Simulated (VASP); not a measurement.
# Si48H16CF4 in VASP: notebook, part 2 of 3

VASP 6.6.1. Earlier steps stand in the parts before.

## (3) Single point, PBE

The input, INCAR:

```
SYSTEM = Si48H16CF4
PREC = Accurate
ENCUT = 400
EDIFF = 1E-7
ISMEAR = 0
SIGMA = 0.05
LREAL = Auto
LASPH = .TRUE.
NELM = 60
ALGO = Fast
ISIF = 2
LWAVE = .FALSE.
LCHARG = .FALSE.
GGA = PE
NBANDS = 160
ISYM = 0
NCORE = 4
```

The input, KPOINTS:

```
Automatic mesh
0
G
  1 1 1
  0 0 0
```

The input, POSCAR:

```
Si48H16CF4                              
1.0
    7.6805938572      7.6805938572      0.0000000000
   -7.6805938572      7.6805938572      0.0000000000
    0.0000000000      0.0000000000     23.4276500000
  Si              H               C               F             
    48    16     1     4
Selective dynamics
Direct
     0.6984717310184224    0.2986960486883050    0.4072519387209604   T   T   T
     0.8185202396993057    0.6801541917807482    0.4108792332640457   T   T   T
     0.0585098700148196    0.9448518706417528    0.4096041016446933   T   T   T
     0.3070506427434069    0.1921908925136740    0.4303090754255487   T   T   T
     0.9659490551164363    0.5363949842226851    0.4408331311473698   T   T   T
     0.2103656266548456    0.7909889996658934    0.4224281977350934   T   T   T
[... 32 lines left out ...]
     0.5016111449666196    0.9977538414380892    0.2021786862111134   T   T   T
     0.4968047604781258    0.5030330193247941    0.2031296716590774   T   T   T
     0.8750000000000000    0.3750000000000000    0.1455075519999980   F   F   F
     0.8750000000000000    0.8750000000000000    0.1455075519999980   F   F   F
     0.1250000000000000    0.1250000000000000    0.1455075519999980   F   F   F
     0.3750000000000000    0.3750000000000000    0.1455075519999980   F   F   F
     0.1250000000000000    0.6250000000000000    0.1455075519999980   F   F   F
     0.3750000000000000    0.8750000000000000    0.1455075519999980   F   F   F
[... 16 lines left out ...]
     0.7016281893000027    0.5483718106999973    0.1067115139999970   F   F   F
     0.5483718106999973    0.7016281893000027    0.1067115139999970   F   F   F
     0.2413491985373229    0.7566646371942300    0.5031586506962774   T   T   T
     0.3261833134564979    0.6627777834804880    0.5082911991447997   T   T   T
     0.2883841624507680    0.8554352381634285    0.5322344715985694   T   T   T
     0.1384373587773225    0.7196807783421586    0.5325236030739826   T   T   T
     0.2550220122564380    0.2376165461832742    0.4926240258946702   T   T   T
```

Potentials or basis: VASP PAW PBE potentials, release 64 (Si, H, C, F).

On the command line:

```bash
$ cat potpaw_PBE.64/Si/POTCAR potpaw_PBE.64/H/POTCAR potpaw_PBE.64/C/POTCAR potpaw_PBE.64/F/POTCAR > POTCAR
$ mpirun -np 8 vasp_gam > vasp.out
```

Run time: 59 s. Hardware: 8 MPI ranks of AMD EPYC 9R45 (Zen 5), shared host; peak memory 0.35 GiB.

It converged, with:

| Property | Result |
| --- | --- |
| Free energy | -327.8055 eV |
| Largest force | 0.360 eV/Å |
| Band gap on the k mesh | 0.45 eV, direct |

Forces on the atoms (eV/Å):
```
Si  -0.098 -0.011 -0.074
Si   0.146 -0.014 -0.097
Si   0.084  0.007 -0.067
Si   0.002 -0.005  0.082
Si  -0.043 -0.023  0.060
Si  -0.049  0.001  0.073
Si   0.009  0.011  0.101
Si   0.057  0.002  0.028
Si  -0.043 -0.014  0.107
Si   0.032 -0.023  0.091
Si  -0.003 -0.025  0.076
Si   0.008  0.021  0.077
Si  -0.031 -0.027  0.074
Si   0.008  0.007  0.062
Si  -0.009  0.028  0.091
Si   0.023  0.033  0.093
Si  -0.001  0.000  0.024
Si  -0.054 -0.013  0.135
Si  -0.025 -0.038  0.076
Si   0.033  0.065  0.103
Si   0.013  0.002  0.014
Si   0.005 -0.001  0.015
Si  -0.007 -0.001  0.035
Si  -0.009  0.002  0.169
Si   0.006 -0.010 -0.017
Si   0.002  0.002 -0.026
Si  -0.013  0.003 -0.020
Si   0.000  0.006 -0.033
Si   0.001  0.010 -0.017
Si   0.010 -0.001 -0.013
Si  -0.007  0.005 -0.019
Si  -0.006 -0.005 -0.021
Si   0.005  0.001 -0.042
Si   0.007  0.001 -0.058
Si  -0.003  0.003 -0.050
Si   0.003 -0.002 -0.052
Si   0.011 -0.002 -0.056
Si   0.004 -0.001 -0.049
Si   0.002  0.001 -0.056
Si  -0.010 -0.004 -0.049
Si   0.202 -0.012 -0.126
Si  -0.277  0.020 -0.149
Si  -0.288  0.009 -0.138
Si  -0.270  0.038 -0.144
Si   0.263  0.047 -0.209
Si   0.280 -0.040 -0.223
Si   0.224 -0.002 -0.148
Si  -0.246 -0.050 -0.121
H   -0.274 -0.022 -0.006
H    0.264  0.006  0.050
H   -0.255  0.027  0.072
H    0.270 -0.001 -0.014
H   -0.258 -0.032  0.069
H    0.279  0.007 -0.019
H   -0.258  0.032  0.063
H    0.300 -0.017 -0.016
H   -0.299  0.025 -0.019
H    0.265  0.005  0.051
H   -0.295 -0.023 -0.027
H    0.266 -0.006  0.051
H   -0.271  0.021 -0.017
H    0.263 -0.008  0.051
H   -0.256 -0.028  0.066
H    0.288  0.019 -0.006
C   -0.012 -0.017  0.023
F   -0.004  0.007  0.048
F    0.008  0.002  0.048
F    0.012  0.003  0.013
F    0.018  0.001  0.005
```

Levels at points of the mesh, in eV from the valence-band top:
```
           k point  band 116  band 117  band 118  band 119  band 120  band 121  band 122  band 123  band 124  band 125
(0.00, 0.00, 0.00)     -0.66     -0.49     -0.41     -0.08      0.00      0.45      0.63      1.05      1.13      1.16
```

Caveat: the cutoff is under 1.25 times the usual one of these potentials, so pressure, stress and relaxed cells hold a basis-set (Pulay) error. As with any semilocal functional, this PBE gap is likely too small.

## (4) Single point, RPBE

Edit INCAR of step 3 so:

```diff
@@ -13,3 +13,3 @@
 LCHARG = .FALSE.
-GGA = PE
+GGA = RP
 NBANDS = 160
```

KPOINTS is that of step 3.

POSCAR is that of step 3.

Potentials or basis: VASP PAW PBE potentials, release 64 (Si, H, C, F).

On the command line:

```bash
$ cat potpaw_PBE.64/Si/POTCAR potpaw_PBE.64/H/POTCAR potpaw_PBE.64/C/POTCAR potpaw_PBE.64/F/POTCAR > POTCAR
$ mpirun -np 8 vasp_gam > vasp.out
```

OUTCAR:

```text
SYSTEM = Si48H16CF4
   PREC = Accurate
   ENCUT = 400
   EDIFF = 1E-7
   ISMEAR = 0
   LREAL = Auto
   LASPH = .TRUE.
   NELM = 60
   ISIF = 2
   GGA = RP
   ISYM = 0

 ion  position               nearest neighbor table
   1  0.698  0.299  0.407-   8 2.28  15 2.31   9 2.32  20 3.11  24 3.15
   2  0.819  0.680  0.411-  16 2.33  10 2.34   5 2.34  24 3.11
   3  0.059  0.945  0.410-  10 2.28  11 2.29   6 2.37  19 3.13
   4  0.307  0.192  0.430-  69 1.64  12 2.37  11 2.38   7 2.44
   5  0.966  0.536  0.441-   2 2.34   9 2.38  13 2.38
   6  0.210  0.791  0.422-  65 1.96  13 2.35  14 2.35   3 2.37
   7  0.463  0.033  0.445-  15 2.37  14 2.38   4 2.44
   8  0.551  0.446  0.418-   1 2.28  16 2.30  12 2.31
   9  0.880  0.390  0.377-   1 2.32  24 2.36  17 2.36   5 2.38
  10  0.876  0.872  0.375-   3 2.28   2 2.34  23 2.35  18 2.41
  11  0.136  0.126  0.375-   3 2.29  17 2.35  19 2.37   4 2.38
  12  0.375  0.365  0.377-   8 2.31  20 2.35  21 2.36   4 2.37
  13  0.112  0.625  0.377-  18 2.34   6 2.35  21 2.36   5 2.38
  14  0.377  0.892  0.378-  19 2.34   6 2.35  22 2.36   7 2.38
  15  0.605  0.118  0.379-   1 2.31  23 2.36  20 2.37   7 2.37
  16  0.626  0.621  0.376-   8 2.30   2 2.33  22 2.36  24 2.39
[... 320 lines left out ...]
  band No.  band energies     occupation
      1     -28.7634      2.00000
      2     -26.6454      2.00000
      3     -26.6351      2.00000
      4     -25.4546      2.00000
      5     -13.4749      2.00000
      6     -12.7139      2.00000
[... 124 lines left out ...]
    131       1.0128      0.00000
    132       1.0568      0.00000
 [bands above 132 left out]

------------------------ aborting loop because EDIFF is reached ----------------------------------------

  FORCE on cell =-STRESS in cart. coord.  units (eV):
  Direction    XX          YY          ZZ          XY          YZ          ZX
  --------------------------------------------------------------------------------------
  -------------------------------------------------------------------------------------
  Total       35.5475716     27.0611964      8.7665296     -0.1218302     -0.1719427      0.2858103
  in kB       20.6049799     15.6858931      5.0814770     -0.0706183     -0.0996658      0.1656686
  external PRESSURE =      13.7907833 kB  Pullay stress =       0.0000000 kB

 VOLUME and BASIS-vectors are now :
 -----------------------------------------------------------------------------
  energy-cutoff  :      400.00
  volume of cell :     2764.07
      direct lattice vectors                 reciprocal lattice vectors
     7.680593857  7.680593857  0.000000000     0.065099133  0.065099133  0.000000000
    -7.680593857  7.680593857  0.000000000    -0.065099133  0.065099133  0.000000000
     0.000000000  0.000000000 23.427650000     0.000000000  0.000000000  0.042684606

 POSITION                                       TOTAL-FORCE (eV/Angst)
 -----------------------------------------------------------------------------------
      3.07051      7.65884      9.54096        -0.077138     -0.007014     -0.004149
      1.06273     11.51071      9.62593         0.125795     -0.018473     -0.040329
     -6.80763      7.70641      9.59606         0.061430      0.002848     -0.005829
      0.88219      3.83447     10.08113         0.059200      0.002284      0.007120
      3.29923     11.53889     10.32768        -0.001639     -0.049795      0.174411
     -4.45953      7.69100      9.89650        -0.066867     -0.000416      0.014898
[... 61 lines left out ...]
     -4.46429      6.59086     12.47578        -0.120768     -0.253879      0.193415
      0.13368      3.78376     11.54102        -0.084168     -0.006297      0.209820
 -----------------------------------------------------------------------------------
    total drift:                               -0.005781     -0.003753     -0.022904

  FREE ENERGIE OF THE ION-ELECTRON SYSTEM (eV)
  ---------------------------------------------------
  free  energy   TOTEN  =      -315.6283782743 eV

  energy  without entropy=     -315.6283782742  energy(sigma->0) =     -315.62837827
```

It took 58 s on 8 MPI ranks of AMD EPYC 9R45 (Zen 5), shared host; peak memory 0.35 GiB.

What came out:

- Free energy: -315.6284 eV
- Largest force: 0.433 eV/Å
- Band gap on the k mesh: 0.46 eV, direct

Forces in eV/Å, atoms in the order of the input:
```
Si  -0.077 -0.007 -0.004
Si   0.126 -0.018 -0.040
Si   0.061  0.003 -0.006
Si   0.059  0.002  0.007
Si  -0.002 -0.050  0.174
Si  -0.067  0.000  0.015
Si   0.047  0.042  0.186
Si   0.037  0.007  0.141
Si  -0.021 -0.004  0.137
Si  -0.003 -0.031  0.124
Si  -0.029 -0.019  0.094
Si  -0.009  0.015  0.090
Si  -0.017 -0.036  0.082
Si   0.025  0.017  0.074
Si   0.014  0.018  0.118
Si  -0.003  0.043  0.124
Si  -0.002 -0.001  0.034
Si  -0.058 -0.018  0.154
Si  -0.028 -0.037  0.090
Si   0.033  0.066  0.118
Si   0.014  0.001  0.021
Si   0.007  0.000  0.023
Si  -0.008 -0.001  0.047
Si  -0.011  0.004  0.186
Si   0.008 -0.009 -0.018
Si   0.002  0.000 -0.033
Si  -0.014  0.002 -0.028
Si   0.002  0.009 -0.041
Si   0.000  0.011 -0.021
Si   0.010 -0.003 -0.015
Si  -0.008  0.004 -0.023
Si  -0.006 -0.004 -0.028
Si   0.010  0.003 -0.043
Si   0.002  0.001 -0.057
Si  -0.008  0.003 -0.050
Si  -0.002 -0.003 -0.051
Si   0.016 -0.002 -0.055
Si   0.011 -0.002 -0.049
Si   0.007  0.001 -0.055
Si  -0.014 -0.003 -0.051
Si   0.202 -0.013 -0.231
Si  -0.276  0.021 -0.254
Si  -0.287  0.008 -0.243
Si  -0.270  0.040 -0.249
Si   0.263  0.048 -0.315
Si   0.279 -0.040 -0.328
Si   0.223 -0.001 -0.252
Si  -0.246 -0.053 -0.225
H   -0.320 -0.022 -0.021
H    0.310  0.006  0.036
H   -0.302  0.027  0.058
H    0.317  0.000 -0.030
H   -0.305 -0.032  0.055
H    0.325  0.007 -0.034
H   -0.304  0.033  0.049
H    0.346 -0.017 -0.031
H   -0.345  0.025 -0.034
H    0.311  0.005  0.037
H   -0.341 -0.023 -0.042
H    0.312 -0.006  0.038
H   -0.317  0.021 -0.031
H    0.309 -0.008  0.037
H   -0.302 -0.028  0.052
H    0.334  0.019 -0.021
C   -0.063 -0.015 -0.104
F    0.341 -0.009  0.082
F   -0.097  0.267  0.229
F   -0.121 -0.254  0.193
F   -0.084 -0.006  0.210
```

Levels at points of the mesh, in eV from the valence-band top:
```csv
k point,band 116,band 117,band 118,band 119,band 120,band 121,band 122,band 123,band 124,band 125
"(0.00, 0.00, 0.00)",-0.68,-0.50,-0.42,-0.08,0.00,0.46,0.63,1.08,1.16,1.17
```

Caveat: the cutoff is under 1.25 times the usual one of these potentials, so pressure, stress and relaxed cells hold a basis-set (Pulay) error; the PAW data sets were made with another functional, which shifts forces and pressure a little. As with any semilocal functional, this RPBE gap is likely too small.

(Continued in part 3 of 3.)
